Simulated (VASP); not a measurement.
# Ag (Silver): cell size and functional, part 2 of 2

How much does the relaxed cell of Ag (Silver) depend on the functional? The starting structure is a measured crystal structure from the Crystallography Open Database. The first relaxation on each setting starts from this cell expanded by 3 % in volume.

VASP 6.6.1.

Results so far: PBEsol 16.65 Å³ an atom; LDA 16.05 Å³ an atom; PBE 17.81 Å³ an atom; PBEsol + D3(BJ) 15.92 Å³ an atom; r2SCAN 17.30 Å³ an atom.

## (7) Relaxation with r2SCAN + rVV10

Level of this step: r2SCAN with rVV10; plane waves and PAW (Ag) (VASP).

rVV10 adds a nonlocal correlation energy for dispersion. This run starts from the cell of an earlier relaxation, which isn't shown; the restart sets up the plane waves anew.

INCAR reads:

```
SYSTEM = Ag
PREC = Accurate
ENCUT = 450
EDIFF = 1E-06
NELM = 100
ISMEAR = 1
SIGMA = 0.15
LREAL = .FALSE.
ALGO = Normal
METAGGA = R2SCAN
LUSE_VDW = .TRUE.
IVDW_NL = 2
BPARAM = 11.95
CPARAM = 0.0093
LASPH = .TRUE.
NBANDS = 11
LORBIT = 11
LWAVE = .FALSE.
LCHARG = .FALSE.
KPAR = 4
IBRION = 2
NSW = 50
ISIF = 3
EDIFFG = -0.006
```

POSCAR reads:

```
Ag
1.0
    0.0000000000      2.0412566455      2.0412566455
    2.0412566455      0.0000000000      2.0412566455
    2.0412566455      2.0412566455      0.0000000000
Ag
1
Direct
    0.0000000000      0.0000000000      0.0000000000
```

KPOINTS reads:

```
Automatic mesh
0
Gamma
18 18 18
0 0 0
```

PAW data sets: Ag (PBE family, release 64).

Started as:

```
mpirun -np 4 vasp_std
```

Output:

```text
[banner, memory and clock lines left out]
running    4 mpi-ranks, on    1 nodes
[...]
|                                                                             |
|               ----> ADVICE to this user running VASP <----                  |
|                                                                             |
|     You have switched on vdW-DFT.                                           |
|     This routine was written and supplied by Jiri Klimes. We recommend      |
|     that you carefully read and cite the following publications:            |
|       J. Klimes, D.R. Bowler, A. Michelides                                 |
|          J. Phys.: Cond Matt. 22 022201 (2010)                              |
|       J. Klimes, D.R. Bowler, A. Michelides                                 |
|          Phys. Rev. B. 83, 195131 (2011)                                    |
|     and references therein.                                                 |
|                                                                             |

[...]
DAV:   1    -0.210383807943E+02   -0.52014E-04   -0.81187E-04  4614   0.309E-01    0.448E-02
Total rVV10 correction in eV:      0.3200673    14.3274873
Total rVV10 correction in eV:      0.3200673    14.3274873
Total rVV10 correction in eV:      0.3200673    14.3274873
Total rVV10 correction in eV:      0.3200673    14.3274873
DAV:   2    -0.210383318087E+02    0.48986E-04   -0.19725E-04  4632   0.130E-01    0.132E-02
Total rVV10 correction in eV:      0.3200655    14.3274873
Total rVV10 correction in eV:      0.3200655    14.3274873
Total rVV10 correction in eV:      0.3200655    14.3274873
Total rVV10 correction in eV:      0.3200655    14.3274873
DAV:   3    -0.210383327658E+02   -0.95708E-06   -0.17590E-06  4567   0.135E-02
Total rVV10 correction in eV:      0.3200732    14.3274873
Total rVV10 correction in eV:      0.3200732    14.3274873
Total rVV10 correction in eV:      0.3200732    14.3274873
Total rVV10 correction in eV:      0.3200732    14.3274873
Total rVV10 correction in eV:      0.3200736    14.3274873
Total rVV10 correction in eV:      0.3200736    14.3274873
Total rVV10 correction in eV:      0.3200736    14.3274873
Total rVV10 correction in eV:      0.3200736    14.3274873
   3 F= -.21038333E+02 E0= -.21038368E+02  d E =0.159025E-05
[...]
reached required accuracy - stopping structural energy minimisation
```

Elapsed: 36 s, on 4 MPI ranks of Intel Xeon 6975P-C (Granite Rapids), shared host; peak memory 0.79 GiB; 2.3 min of CPU time.

OUTCAR, selected parts (step 7):

```text
  Total       -0.0050300     -0.0050300     -0.0050300      0.0000000      0.0000000     -0.0000000
  in kB       -0.4736002     -0.4736002     -0.4736002      0.0000000      0.0000000     -0.0000000
  external PRESSURE =      -0.4736002 kB  Pullay stress =       0.0000000 kB

  FREE ENERGIE OF THE ION-ELECTRON SYSTEM (eV)
  ---------------------------------------------------
  free  energy   TOTEN  =       -21.0383327658 eV

  energy  without entropy=      -21.0384391703  energy(sigma->0) =      -21.03836823

[... 3 parts as in an earlier step ...]

[... 2 further parts left out ...]
[key lines of the parts left out:]
E-fermi :   8.3875
```

With r2SCAN + rVV10 the relaxed cell holds 17.016 Å³ an atom, -0.22 % against the measured cell, with a = 4.083 Å. That is +2.22 % from PBEsol.

## (8) Relaxation with rev-vdW-DF2

rev-vdW-DF2 revises the exchange of vdW-DF2 for solids.

Edit INCAR of step 7 so:

```diff
@@ -9,7 +9,8 @@
 ALGO = Normal
-METAGGA = R2SCAN
+GGA = MK
+AGGAC = 0
 LUSE_VDW = .TRUE.
-IVDW_NL = 2
-BPARAM = 11.95
-CPARAM = 0.0093
+PARAM1 = 0.1234
+PARAM2 = 0.711357
+ZAB_VDW = -1.8867
 LASPH = .TRUE.
```

POSCAR reads:

```
Ag
1.0
    0.0000000000      2.0632290384      2.0632290384
    2.0632290384      0.0000000000      2.0632290384
    2.0632290384      2.0632290384      0.0000000000
Ag
1
Direct
    0.0000000000      0.0000000000      0.0000000000
```

KPOINTS is that of step 7.

Started as:

```
mpirun -np 4 vasp_std
```

Output:

```text
[banner, memory and clock lines left out]
running    4 mpi-ranks, on    1 nodes
[...]
[... a notice as in an earlier step ...]

 [... a notice as in an earlier step ...]

 LDA part: xc-table for (Slater+PW92), standard interpolation
 POSCAR, INCAR and KPOINTS ok, starting setup
[...]
entering main loop
       N       E                     dE             d eps       ncg     rms          rms(c)
DAV:   1     0.484646926405E+02    0.48465E+02   -0.50678E+03  4346   0.794E+02
DAV:   2     0.273657839764E+00   -0.48191E+02   -0.45823E+02  4788   0.186E+02
DAV:   3    -0.345563388902E+00   -0.61922E+00   -0.61893E+00  4902   0.230E+01
DAV:   4    -0.347392176633E+00   -0.18288E-02   -0.18287E-02  4686   0.131E+00
[...]
DAV:   9    -0.680977035915E-01   -0.11689E-04   -0.82182E-06  4826   0.210E-02    0.203E-02
DAV:  10    -0.681014622630E-01   -0.37587E-05   -0.38825E-06  4663   0.192E-02    0.289E-03
DAV:  11    -0.681013126352E-01    0.14963E-06   -0.57245E-08  2514   0.205E-03
   1 F= -.68101313E-01 E0= -.68126402E-01  d E =-.681013E-01
[... from here on, the cycles between the ionic steps are left out ...]
   2 F= -.69756224E-01 E0= -.69808561E-01  d E =-.165491E-02
   3 F= -.70679234E-01 E0= -.70724437E-01  d E =-.257792E-02
   4 F= -.70677175E-01 E0= -.70721901E-01  d E =-.257586E-02
   5 F= -.70677340E-01 E0= -.70722095E-01  d E =-.164598E-06
   6 F= -.70677852E-01 E0= -.70722662E-01  d E =-.677069E-06
[...]
reached required accuracy - stopping structural energy minimisation
```

The job ended after 31 s (4 MPI ranks; peak memory 0.99 GiB; 2 min of CPU time).

From OUTCAR (step 8):

```text
  Total       -0.0056734     -0.0056734     -0.0056734     -0.0000000      0.0000000     -0.0000000
  in kB       -0.5284717     -0.5284717     -0.5284717     -0.0000000      0.0000000     -0.0000000
  external PRESSURE =      -0.5284717 kB  Pullay stress =       0.0000000 kB

  FREE ENERGIE OF THE ION-ELECTRON SYSTEM (eV)
  ---------------------------------------------------
  free  energy   TOTEN  =        -0.0706778520 eV

  energy  without entropy=       -0.0708122829  energy(sigma->0) =       -0.07072266

[... 3 parts as in an earlier step ...]

[... 2 further parts left out ...]
[key lines of the parts left out:]
E-fermi :   8.1343
```

With rev-vdW-DF2 the relaxed cell holds 17.200 Å³ an atom, +0.86 % against the measured cell, with a = 4.098 Å. That is +3.32 % from PBEsol.

## (9) Relaxation with PBEsol + D4

D4 lets the coefficients depend on atomic charges too. This run starts from the cell of an earlier relaxation, which isn't shown; the restart sets up the plane waves anew.

Edit INCAR of step 8 so:

```diff
@@ -9,9 +9,4 @@
 ALGO = Normal
-GGA = MK
-AGGAC = 0
-LUSE_VDW = .TRUE.
-PARAM1 = 0.1234
-PARAM2 = 0.711357
-ZAB_VDW = -1.8867
-LASPH = .TRUE.
+GGA = PS
+IVDW = 13
 NBANDS = 11
```

POSCAR reads:

```
Ag
1.0
    0.0000000000      2.0101866819      2.0101866819
    2.0101866819      0.0000000000      2.0101866819
    2.0101866819      2.0101866819      0.0000000000
Ag
1
Direct
    0.0000000000      0.0000000000      0.0000000000
```

KPOINTS is that of step 8.

Started as:

```
mpirun -np 4 vasp_std
```

Output:

```text
[... set-up lines as in an earlier step ...]
 entering main loop
       N       E                     dE             d eps       ncg     rms          rms(c)
DAV:   1     0.443473515760E+02    0.44347E+02   -0.51591E+03  4466   0.805E+02
DAV:   2    -0.308768420346E+01   -0.47435E+02   -0.44829E+02  4767   0.186E+02
DAV:   3    -0.367075316160E+01   -0.58307E+00   -0.58283E+00  4911   0.226E+01
DAV:   4    -0.367233087045E+01   -0.15777E-02   -0.15776E-02  4641   0.123E+00
[...]
DAV:   9    -0.330774255678E+01   -0.10094E-04   -0.13823E-05  4820   0.312E-02    0.174E-02
DAV:  10    -0.330774454350E+01   -0.19867E-05   -0.26049E-06  4799   0.135E-02    0.475E-03
DAV:  11    -0.330774438759E+01    0.15592E-06   -0.96959E-08  2466   0.283E-03
   1 F= -.36538777E+01 E0= -.36539468E+01  d E =-.365388E+01
[...]
N       E                     dE             d eps       ncg     rms          rms(c)
DAV:   1    -0.330757182858E+01    0.17271E-03   -0.28617E-03  4548   0.578E-01    0.831E-02
DAV:   2    -0.330740336887E+01    0.16846E-03   -0.64974E-04  4509   0.241E-01    0.261E-02
DAV:   3    -0.330740017385E+01    0.31950E-05   -0.92617E-06  4890   0.270E-02    0.172E-02
DAV:   4    -0.330740027832E+01   -0.10448E-06   -0.14739E-06  4598   0.924E-03
   2 F= -.36538780E+01 E0= -.36539474E+01  d E =-.302876E-06
 trial-energy change:   -0.000000  1 .order   -0.000001   -0.000008    0.000006
 step:   0.5886(harm=  0.5886)  dis= 0.00000  next Energy=    -3.653880 (dE=-0.234E-05)
 reached required accuracy - stopping structural energy minimisation
```

It took 4.6 s on 4 MPI ranks; peak memory 0.56 GiB; 16 s of CPU time.

From OUTCAR (step 9):

```text
  Edisp (eV):   -0.34648

  Total       0.00518     0.00518     0.00518     0.00000     0.00000    -0.00000
  in kB       0.51147     0.51147     0.51147     0.00000     0.00000    -0.00000
  external pressure =        0.51 kB  Pullay stress =        0.00 kB

 POSITION                                       TOTAL-FORCE (eV/Angst)
 -----------------------------------------------------------------------------------
      2.00947      2.00947      4.01894        -0.000000     -0.000000      0.000000
 -----------------------------------------------------------------------------------
    total drift:                               -0.000000     -0.000000      0.000000

  FREE ENERGIE OF THE ION-ELECTRON SYSTEM (eV)
  ---------------------------------------------------
  free  energy   TOTEN  =        -3.6538780344 eV

  energy  without entropy=       -3.6540862633  energy(sigma->0) =       -3.65394744

[... 2 parts as in an earlier step ...]

[... 2 further parts left out ...]
[key lines of the parts left out:]
E-fermi :   8.9009
```

With PBEsol + D4 the relaxed cell holds 16.228 Å³ an atom, -4.84 % against the measured cell, with a = 4.019 Å. That is -2.52 % from PBEsol.

## (10) The runs compared

```csv
level,volume (Å³/atom),against the measured cell (%),a (Å),pressure left (GPa),core minutes
PBEsol,16.647,-2.39,4.0532,-0.03,0.6
LDA,16.051,-5.88,4.0042,-0.02,0.773
PBE,17.815,4.46,4.1458,0.02,0.467
PBEsol + D3(BJ),15.922,-6.64,3.9935,-0.01,0.813
r2SCAN,17.304,1.46,4.1058,0.02,2.13
r2SCAN + rVV10,17.016,-0.22,4.083,-0.05,5.47
rev-vdW-DF2,17.2,0.86,4.0976,-0.05,2.07
PBEsol + D4,16.228,-4.84,4.0189,0.05,0.933
```

Core minutes are wall time times ranks, summed over the relaxations behind a row (those for a bulk modulus apart), on shared hosts.

## (11) Outcome

| Item | Value |
| --- | --- |
| volume, PBEsol | 16.65 Å³/atom |
| volume, LDA | 16.05 Å³/atom |
| volume, PBE | 17.81 Å³/atom |
| volume, PBEsol + D3(BJ) | 15.92 Å³/atom |
| volume, r2SCAN | 17.30 Å³/atom |
| volume, r2SCAN + rVV10 | 17.02 Å³/atom |
| volume, rev-vdW-DF2 | 17.20 Å³/atom |
| volume, PBEsol + D4 | 16.23 Å³/atom |

Across 8 levels the volume of Ag (Silver) spans 11.9 %, from 15.92 Å³ an atom (PBEsol + D3(BJ)) to 17.81 Å³ (PBE). Against the measured volume of the starting structure, r2SCAN + rVV10 comes nearest (-0.2 %) and PBEsol + D3(BJ) lies farthest (-6.6 %). The measured cell holds zero-point expansion and, unless it was taken cold, thermal expansion, which the runs lack, so small differences decide nothing. Adding D3(BJ) to PBEsol changes the volume by -4.4 %. Adding rVV10 to r2SCAN changes the volume by -1.7 %. Adding D4 to PBEsol changes the volume by -2.5 %. LASPH is on in some of these runs and off in others, which adds a little to the differences. All runs keep the symmetry of the start, so they can't find a distortion of lower symmetry. Further runs on this material are not shown.

[Lines on the potential files, build, host, timing and source positions are cut from VASP's logs without a mark.]

[Logs are printed without paths, hosts, clocks, repeated set-up lines and the standing remarks that a program may print on its own settings, such as how far it seeks lower states.]

[Hosts, paths, dates, database ids (printed as entryN), source tags and the programs' standing remarks are cut or masked in the printed files.]
